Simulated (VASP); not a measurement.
Here is the system:

```xyz
3
Lattice="0.0000 3.2431 3.2431 3.2431 0.0000 3.2431 3.2431 3.2431 0.0000" Properties=species:S:1:pos:R:3 pbc="T T T"
Sn     4.8646     4.8646     4.8646
Sn     1.6215     1.6215     1.6215
Pt     0.0000     0.0000     0.0000
```

Calculation: LDA (Ceperley-Alder, Perdew-Zunger), VASP's LDA PAW potentials (set 64) (plane waves; VASP 6.6.1). Run with 300 eV cut-off, 12×12×12 Γ-centred mesh, Gaussian smearing of 0.27 eV, potentials Sn_d Pt.

At this cut-off the stress carries a Pulay error, which pulls relaxed volumes low.

Q: Give the stress tensor in GPa (positive for a compressed cell).

A: 
```
-4.12   0.00   0.00
 0.00  -4.12   0.00
 0.00   0.00  -4.12
```
The pressure is its mean diagonal, -4.12 GPa.

The structure comes from a computed database's Sn2Pt entry; how it stands against other phases isn't given here. The cell was not relaxed at this level.
